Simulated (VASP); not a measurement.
Shape and ions are relaxed at each volume.

Energy against volume of MgB2 (AlB2 type). Computed with AM05 GGA, VASP's PBE PAW potentials (set 64) (plane waves; VASP).

```
V (Å³/atom)  E (eV/atom)
-----------  -----------
8.887           -5.29775
9.170           -5.31174
9.454           -5.31661
9.737           -5.31358
10.021          -5.30359
```

### Question
Fit a third-order Birch-Murnaghan equation of state.

### Answer

```yaml
volume_per_atom: 9.48 Å³/atom
bulk_modulus: 148 GPa
pressure_derivative_of_the_bulk_modulus: 3.51
```

The compound is MgB2 in the AlB2 type structure. It was relaxed first.
